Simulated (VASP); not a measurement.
# ZnRe2 (Fm-3m) in VASP: settings compared

One crystal, ZnRe2, is run at these levels: LDA, PBE, PBEsol; tasks: band structure.

All numbers are computed with VASP 6.6.1; they aren't measurements. Logs are shortened: lines on timing, memory, paths and dates and some standing lists are left out, and cuts for length are marked.

### 1 Starting point

The structure is cubic, space group Fm-3m (No. 225). Conventional cell: a = 5.791 Å, b = 5.791 Å, c = 5.791 Å, α = 90.00°, β = 90.00°, γ = 90.00°. Zn (site symmetry m-3m) has 8 Re at 2.51 Å as nearest neighbours. Re (site symmetry -43m) is surrounded by 4 Zn at 2.51 Å.

The cell was built by a generator and needn't be a form met in nature.

### 2 Band structure, LDA

INCAR

```
PREC     = Accurate       # precision mode
ENCUT    = 520            # plane-wave cutoff, eV
EDIFF    = 1E-6           # SCF threshold, eV
ISMEAR   = -1             # smearing method
SIGMA    = 0.05           # smearing width, eV
LREAL    = F              # projectors in reciprocal space
LASPH    = T              # aspherical terms in the spheres
NELM     = 100            # most SCF steps
ALGO     = Fast           # electronic algorithm
ISIF     = 2              # what is computed and relaxed
LWAVE    = F              # write WAVECAR
LCHARG   = F              # write CHGCAR
LMAXMIX  = 4              # l up to which the mixer works
GGA      = CA             # functional
NBANDS   = 20             # bands
```

KPOINTS

```
Automatic mesh
0
Gamma
  8 8 8
```

POSCAR

```
ZnRe2
1.0
    0.0000000000      2.8955600000      2.8955600000
    2.8955600000      0.0000000000      2.8955600000
    2.8955600000      2.8955600000      0.0000000000
Zn Re
1 2
Direct
    0.0000000000      0.0000000000      0.0000000000
    0.7500000000      0.7500000000      0.7500000000
    0.2500000000      0.2500000000      0.2500000000
```

KPOINTS_OPT

```
path GXWKGLUWLK,UX
20
line-mode
reciprocal
 0.0000000000  0.0000000000  0.0000000000  G
 0.5000000000  0.0000000000  0.5000000000  X

 0.5000000000  0.0000000000  0.5000000000  X
 0.5000000000  0.2500000000  0.7500000000  W

 0.5000000000  0.2500000000  0.7500000000  W
 0.3750000000  0.3750000000  0.7500000000  K

 0.3750000000  0.3750000000  0.7500000000  K
 0.0000000000  0.0000000000  0.0000000000  G

 0.0000000000  0.0000000000  0.0000000000  G
 0.5000000000  0.5000000000  0.5000000000  L

 0.5000000000  0.5000000000  0.5000000000  L
 0.6250000000  0.2500000000  0.6250000000  U

 0.6250000000  0.2500000000  0.6250000000  U
 0.5000000000  0.2500000000  0.7500000000  W

 0.5000000000  0.2500000000  0.7500000000  W
 0.5000000000  0.5000000000  0.5000000000  L

 0.5000000000  0.5000000000  0.5000000000  L
 0.3750000000  0.3750000000  0.7500000000  K

 0.6250000000  0.2500000000  0.6250000000  U
 0.5000000000  0.0000000000  0.5000000000  X
```

Potentials or basis: VASP PAW LDA potentials, release 64 (Zn, Re).

On the command line:

```
$ cat potpaw_LDA.64/Zn/POTCAR potpaw_LDA.64/Re/POTCAR > POTCAR
$ mpirun -np 1 vasp_std > vasp.out
```

OUTCAR:

```text
PREC = Accurate
   ENCUT = 520
   EDIFF = 1E-6
   ISMEAR = -1
   LREAL = F
   LASPH = T
   NELM = 100
   ISIF = 2
   GGA = CA

 ion  position               nearest neighbor table
   1  0.000  0.000  0.000-   2 2.51   3 2.51   2 2.51   2 2.51   2 2.51   3 2.51   3 2.51   3 2.51

   2  0.750  0.750  0.750-   1 2.51   1 2.51   1 2.51   1 2.51   3 2.90   3 2.90   3 2.90   3 2.90
                             3 2.90   3 2.90
   3  0.250  0.250  0.250-   1 2.51   1 2.51   1 2.51   1 2.51   2 2.90   2 2.90   2 2.90   2 2.90
                             2 2.90   2 2.90

  LATTYP: Found a face centered cubic cell.
 ALAT       =     5.7911200000

  Lattice vectors:

 A1 = (   0.0000000000,   2.8955600000,   2.8955600000)
 A2 = (   2.8955600000,   0.0000000000,   2.8955600000)
 A3 = (   2.8955600000,   2.8955600000,   0.0000000000)

Analysis of symmetry for initial positions (statically):
=====================================================================
 Subroutine PRICEL returns:
 Original cell was already a primitive cell.

 Routine SETGRP: Setting up the symmetry group for a
 face centered cubic supercell.

 Subroutine GETGRP returns: Found 48 space group operations
 (whereof 48 operations were pure point group operations)
 out of a pool of 48 trial point group operations.

The static configuration has the point symmetry O_h .

Analysis of symmetry for dynamics (positions and initial velocities):
=====================================================================
 Subroutine PRICEL returns:
 Original cell was already a primitive cell.

 Routine SETGRP: Setting up the symmetry group for a
 face centered cubic supercell.

 Subroutine GETGRP returns: Found 48 space group operations
 (whereof 48 operations were pure point group operations)
 out of a pool of 48 trial point group operations.

The dynamic configuration has the point symmetry O_h .

 Subroutine INISYM returns: Found 48 space group operations
 (whereof 48 operations are pure point group operations),
 and found     1 'primitive' translations

----------------------------------------------------------------------------------------

                                     Primitive cell

  volume of cell :      48.5543

  direct lattice vectors                    reciprocal lattice vectors
     0.000000000  2.895560000  2.895560000    -0.172678169  0.172678169  0.172678169
     2.895560000  0.000000000  2.895560000     0.172678169 -0.172678169  0.172678169
[... 87 lines left out ...]
   EDIFF  = 0.1E-05   stopping-criterion for ELM
   LREAL  =      F    real-space projection
   EDIFFG = 0.1E-04   stopping-criterion for IOM
   NSW    =      0    number of steps for IOM
   IBRION =     -1    ionic relax: 0-MD 1-quasi-New 2-CG
   NFREE  =      0    steps in history (QN), initial steepest desc. (CG)
   ISIF   =      2    stress and relaxation
   ISYM   =      2    0-nonsym 1-usesym 2-fastsym
   POTIM  = 0.5000    time-step for ionic-motion
   TEBEG  =    0.0;   TEEND  =   0.0 temperature during run
   PSTRESS=    0.0 pullay stress
   NELECT =      26.0000    total number of electrons
   NUPDOWN=      -1.0000    fix difference up-down
   EMIN   =  10.00;   EMAX   =-10.00  energy-range for DOS
   EFERMI =   0.00;   METHOD = LEGACY
   ISMEAR =    -1;   SIGMA  =   0.05  broadening in eV -4-tet -1-fermi 0-gaus
   EFERMI_NEDOS =   21; number of points for ismear=-14 and -15
   IALGO  =     68    algorithm
   IMIX   =      4    mixing-type and parameters
     AMIX     =   0.40;   BMIX     =  1.00
     AMIX_MAG =   1.60;   BMIX_MAG =  1.00
  volume/ion in A,a.u.               =      16.18       109.22
  Fermi-wavevector in a.u.,A,eV,Ry     =   1.329403  2.512208 24.045751  1.767313
  Thomas-Fermi vector in A             =   2.458568
   LORBIT       =      0    0 simple, 1 ext, 2 COOP (PROOUT), +10 PAW based schemes
   GGA     = CA    functional components
   LHFCALC =     F    Hartree Fock is set to
   AEXX    =    0.0000 exact exchange contribution
   IVDW    =     0    specifies the selected vdW correction
   LEPSILON=     F    determine dielectric tensor
   LRPA    =     F    only Hartree local field effects (RPA)
 non-spin polarized calculation
 RMM-DIIS sequential band-by-band and
  energy-cutoff  :      520.00
  volume of cell :       48.55
 maximum number of plane-waves:      1325
   NGX = 15   NGY = 15   NGZ = 15

 number of electron      26.0000001 magnetization

 Free energy of the ion-electron system (eV)
  ---------------------------------------------------
  ext. energy  EPLUGINS =         0.00000000
  ---------------------------------------------------
  free energy    TOTEN  =       -25.46033867 eV

  energy without entropy =      -25.42655630  energy(sigma->0) =      -25.44344748

 E-fermi :   5.1605     XC(G=0): -12.6596

 val. band max:        5.1416255809   @ k =   0.3750   0.1250   0.0000
 cond. band min:       5.1821047333   @ k =   0.5000   0.2500   0.1250
 fundamental gap:      0.0404791524
 Fermi energy:         5.1604701694

 k-point     1 :       0.0000    0.0000    0.0000
  band No.  band energies     occupation
      1      -4.3982      2.00000
      2      -2.7337      2.00000
      3      -2.7337      2.00000
      4      -2.6239      2.00000
      5      -2.6239      2.00000
      6      -2.6239      2.00000
[... 541 lines left out ...]
     19      11.0267      0.00000
     20      15.0084      0.00000

 [... further k-points ...]

------------------------ aborting loop because EDIFF is reached ----------------------------------------

  FORCE on cell =-STRESS in cart. coord.  units (eV):
  Direction    XX          YY          ZZ          XY          YZ          ZX
  --------------------------------------------------------------------------------------
  -------------------------------------------------------------------------------------
  Total       -3.4089690     -3.4089690     -3.4089690      0.0000000      0.0000000     -0.0000000
  in kB     -112.4879315   -112.4879315   -112.4879315      0.0000000      0.0000000     -0.0000000
  external PRESSURE =    -112.4879315 kB  Pullay stress =       0.0000000 kB

 VOLUME and BASIS-vectors are now :
 -----------------------------------------------------------------------------
  energy-cutoff  :      520.00
  volume of cell :       48.55
      direct lattice vectors                 reciprocal lattice vectors
     0.000000000  2.895560000  2.895560000    -0.172678169  0.172678169  0.172678169
     2.895560000  0.000000000  2.895560000     0.172678169 -0.172678169  0.172678169
     2.895560000  2.895560000  0.000000000     0.172678169  0.172678169 -0.172678169

 POSITION                                       TOTAL-FORCE (eV/Angst)
 -----------------------------------------------------------------------------------
      0.00000      0.00000      0.00000         0.000000      0.000000      0.000000
      4.34334      4.34334      4.34334        -0.000000     -0.000000      0.000000
      1.44778      1.44778      1.44778        -0.000000      0.000000     -0.000000
 -----------------------------------------------------------------------------------
    total drift:                                0.000000     -0.000000     -0.000000

  FREE ENERGIE OF THE ION-ELECTRON SYSTEM (eV)
  ---------------------------------------------------
  free  energy   TOTEN  =       -25.4603386670 eV

  energy  without entropy=      -25.4265563021  energy(sigma->0) =      -25.44344748
```

stdout:

```text
POSCAR found type information on POSCAR ZnRe
 POSCAR found :  2 types and       3 ions
 scaLAPACK will be used
 LDA part: xc-table for (Slater(with rela. corr.)+CA(PZ))
 , standard interpolation
 POSCAR, INCAR and KPOINTS ok, starting setup
 FFT: planning ... GRIDC
 FFT: planning ... GRID_SOFT
 FFT: planning ... GRID
 WAVECAR not read
 entering main loop
 Start KPOINTS_OPT (optional k-point list driver)
k-point batch [1-29\200]
k-point batch [30-58\200]
k-point batch [59-87\200]
k-point batch [88-116\200]
k-point batch [117-145\200]
k-point batch [146-174\200]
k-point batch [175-200\200]
```

It took 64 s on 1 thread of Intel Xeon 6975P-C (Granite Rapids), shared host; peak memory 0.18 GiB.

Results:

| Quantity | Value |
| --- | --- |
| Free energy | -25.4603 eV |
| Pressure | -11.2 GPa |
| Band gap along the path | none (metal or under the smearing width) |

Levels at the corners of the path, in eV from the Fermi level:
```csv
point,band 10,band 11,band 12,band 13,band 14,band 15,band 16,band 17
Γ,-3.28,-3.28,1.79,1.79,1.79,3.57,3.57,5.76
X,-2.03,-1.17,-1.17,0.27,0.27,1.40,1.40,1.81
X,-2.03,-1.17,-1.17,0.27,0.27,1.40,1.40,1.81
W,-1.97,-1.97,-0.24,-0.23,-0.23,0.80,1.09,1.10
W,-1.97,-1.97,-0.24,-0.23,-0.23,0.80,1.09,1.10
K,-2.61,-1.79,-0.48,0.04,0.17,0.46,0.94,1.21
K,-2.61,-1.79,-0.48,0.04,0.17,0.46,0.94,1.21
Γ,-3.28,-3.28,1.79,1.79,1.79,3.57,3.57,5.76
Γ,-3.28,-3.28,1.79,1.79,1.79,3.57,3.57,5.76
L,-1.47,-1.47,-0.74,-0.74,-0.73,-0.22,-0.22,0.22
L,-1.47,-1.47,-0.74,-0.74,-0.73,-0.22,-0.22,0.22
U,-2.61,-1.79,-0.48,0.04,0.17,0.46,0.94,1.21
U,-2.61,-1.79,-0.48,0.04,0.17,0.46,0.94,1.21
W,-1.97,-1.97,-0.24,-0.23,-0.23,0.80,1.09,1.10
W,-1.97,-1.97,-0.24,-0.23,-0.23,0.80,1.09,1.10
L,-1.47,-1.47,-0.74,-0.74,-0.73,-0.22,-0.22,0.22
L,-1.47,-1.47,-0.74,-0.74,-0.73,-0.22,-0.22,0.22
K,-2.61,-1.79,-0.48,0.04,0.17,0.46,0.94,1.21
U,-2.61,-1.79,-0.48,0.04,0.17,0.46,0.94,1.21
X,-2.03,-1.17,-1.17,0.27,0.27,1.40,1.40,1.81
```

Caveat: spin-orbit coupling is left out, which moves the levels of the heavy elements.

### 3 Band structure, PBE

INCAR, as its differences from that of step 2:

```diff
@@ -13,3 +13,3 @@
 LMAXMIX  = 4              # l up to which the mixer works
-GGA      = CA             # functional
+GGA      = PE             # functional
 NBANDS   = 20             # bands
```

KPOINTS is that of step 2.

POSCAR is that of step 2.

KPOINTS_OPT is that of step 2.

Potentials or basis: VASP PAW PBE potentials, release 64 (Zn, Re).

On the command line:

```
$ cat potpaw_PBE.64/Zn/POTCAR potpaw_PBE.64/Re/POTCAR > POTCAR
$ mpirun -np 1 vasp_std > vasp.out
```

Run time: 72 s. Hardware: 1 thread of Intel Xeon 6975P-C (Granite Rapids), shared host; peak memory 0.19 GiB.

It converged, with:

- Free energy: -22.0685 eV
- Pressure: 0.3 GPa
- Band gap along the path: none (metal or under the smearing width)

Levels at the corners of the path, in eV from the Fermi level:
```
point  band 10  band 11  band 12  band 13  band 14  band 15  band 16  band 17
    Γ    -3.30    -3.30     1.79     1.79     1.79     3.54     3.54     5.81
    X    -2.08    -1.17    -1.17     0.27     0.27     1.34     1.34     1.81
    X    -2.08    -1.17    -1.17     0.27     0.27     1.34     1.34     1.81
    W    -2.00    -2.00    -0.31    -0.22    -0.22     0.80     1.06     1.10
    W    -2.00    -2.00    -0.31    -0.22    -0.22     0.80     1.06     1.10
    K    -2.63    -1.80    -0.53     0.00     0.17     0.46     0.92     1.21
    K    -2.63    -1.80    -0.53     0.00     0.17     0.46     0.92     1.21
    Γ    -3.30    -3.30     1.79     1.79     1.79     3.54     3.54     5.81
    Γ    -3.30    -3.30     1.79     1.79     1.79     3.54     3.54     5.81
    L    -1.49    -1.49    -0.75    -0.75    -0.73    -0.23    -0.23     0.20
    L    -1.49    -1.49    -0.75    -0.75    -0.73    -0.23    -0.23     0.20
    U    -2.63    -1.80    -0.53     0.00     0.17     0.46     0.92     1.21
    U    -2.63    -1.80    -0.53     0.00     0.17     0.46     0.92     1.21
    W    -2.00    -2.00    -0.31    -0.22    -0.22     0.80     1.06     1.10
    W    -2.00    -2.00    -0.31    -0.22    -0.22     0.80     1.06     1.10
    L    -1.49    -1.49    -0.75    -0.75    -0.73    -0.23    -0.23     0.20
    L    -1.49    -1.49    -0.75    -0.75    -0.73    -0.23    -0.23     0.20
    K    -2.63    -1.80    -0.53     0.00     0.17     0.46     0.92     1.21
    U    -2.63    -1.80    -0.53     0.00     0.17     0.46     0.92     1.21
    X    -2.08    -1.17    -1.17     0.27     0.27     1.34     1.34     1.81
```

Caveat: spin-orbit coupling is left out, which moves the levels of the heavy elements.

### 4 Band structure, PBEsol

INCAR, as its differences from that of step 3:

```diff
@@ -13,3 +13,3 @@
 LMAXMIX  = 4              # l up to which the mixer works
-GGA      = PE             # functional
+GGA      = PS             # functional
 NBANDS   = 20             # bands
```

KPOINTS is that of step 3.

POSCAR is that of step 3.

KPOINTS_OPT is that of step 3.

On the command line:

```
$ cat potpaw_PBE.64/Zn/POTCAR potpaw_PBE.64/Re/POTCAR > POTCAR
$ mpirun -np 1 vasp_std > vasp.out
```

Run time: 73 s. Hardware: 1 thread of Intel Xeon 6975P-C (Granite Rapids), shared host; peak memory 0.2 GiB.

It converged, with:

```yaml
Free_energy: -24.3071 eV
Pressure: -7.2 GPa
Band_gap_along_the_path: none (metal or under the smearing width)
```

Levels at the corners of the path, in eV from the Fermi level:
| point | band 9 | band 10 | band 11 | band 12 | band 13 | band 14 | band 15 | band 16 | band 17 | band 18 |
| --- | --- | --- | --- | --- | --- | --- | --- | --- | --- | --- |
| Γ | -4.30 | -3.29 | -3.29 | 1.80 | 1.80 | 1.80 | 3.57 | 3.57 | 5.76 | 7.36 |
| X | -2.66 | -2.09 | -1.18 | -1.18 | 0.28 | 0.28 | 1.33 | 1.33 | 1.82 | 3.41 |
| X | -2.66 | -2.09 | -1.18 | -1.18 | 0.28 | 0.28 | 1.33 | 1.33 | 1.82 | 3.41 |
| W | -2.94 | -1.99 | -1.99 | -0.32 | -0.22 | -0.22 | 0.81 | 1.06 | 1.11 | 4.28 |
| W | -2.94 | -1.99 | -1.99 | -0.32 | -0.22 | -0.22 | 0.81 | 1.06 | 1.11 | 4.28 |
| K | -2.65 | -2.64 | -1.80 | -0.53 | 0.00 | 0.17 | 0.46 | 0.92 | 1.22 | 4.36 |
| K | -2.65 | -2.64 | -1.80 | -0.53 | 0.00 | 0.17 | 0.46 | 0.92 | 1.22 | 4.36 |
| Γ | -4.30 | -3.29 | -3.29 | 1.80 | 1.80 | 1.80 | 3.57 | 3.57 | 5.76 | 7.36 |
| Γ | -4.30 | -3.29 | -3.29 | 1.80 | 1.80 | 1.80 | 3.57 | 3.57 | 5.76 | 7.36 |
| L | -2.81 | -1.48 | -1.48 | -0.74 | -0.74 | -0.74 | -0.22 | -0.22 | 0.20 | 8.78 |
| L | -2.81 | -1.48 | -1.48 | -0.74 | -0.74 | -0.74 | -0.22 | -0.22 | 0.20 | 8.78 |
| U | -2.65 | -2.64 | -1.80 | -0.53 | 0.00 | 0.17 | 0.46 | 0.92 | 1.22 | 4.36 |
| U | -2.65 | -2.64 | -1.80 | -0.53 | 0.00 | 0.17 | 0.46 | 0.92 | 1.22 | 4.36 |
| W | -2.94 | -1.99 | -1.99 | -0.32 | -0.22 | -0.22 | 0.81 | 1.06 | 1.11 | 4.28 |
| W | -2.94 | -1.99 | -1.99 | -0.32 | -0.22 | -0.22 | 0.81 | 1.06 | 1.11 | 4.28 |
| L | -2.81 | -1.48 | -1.48 | -0.74 | -0.74 | -0.74 | -0.22 | -0.22 | 0.20 | 8.78 |
| L | -2.81 | -1.48 | -1.48 | -0.74 | -0.74 | -0.74 | -0.22 | -0.22 | 0.20 | 8.78 |
| K | -2.65 | -2.64 | -1.80 | -0.53 | 0.00 | 0.17 | 0.46 | 0.92 | 1.22 | 4.36 |
| U | -2.65 | -2.64 | -1.80 | -0.53 | 0.00 | 0.17 | 0.46 | 0.92 | 1.22 | 4.36 |
| X | -2.66 | -2.09 | -1.18 | -1.18 | 0.28 | 0.28 | 1.33 | 1.33 | 1.82 | 3.41 |

Caveat: the PAW data sets were made with another functional, which shifts forces and pressure a little; spin-orbit coupling is left out, which moves the levels of the heavy elements.

### 5 Summary

| level | potentials or basis | pressure (GPa) |
| --- | --- | --- |
| LDA | VASP PAW LDA potentials, release 64 (Zn, Re) | -11.2 |
| PBE | VASP PAW PBE potentials, release 64 (Zn, Re) | 0.3 |
| PBEsol | VASP PAW PBE potentials, release 64 (Zn, Re) | -7.2 |

Alike in all rows: task band structure; no spin polarisation; cell as given; k mesh 8 × 8 × 8; cutoff (eV) 520; smearing fermi-dirac 0.05 eV.

Caveats: spin-orbit coupling is left out, which moves the levels of the heavy elements; the PAW data sets were made with another functional, which shifts forces and pressure a little (some runs).

Absolute energies hang on the potentials; compare differences alone.
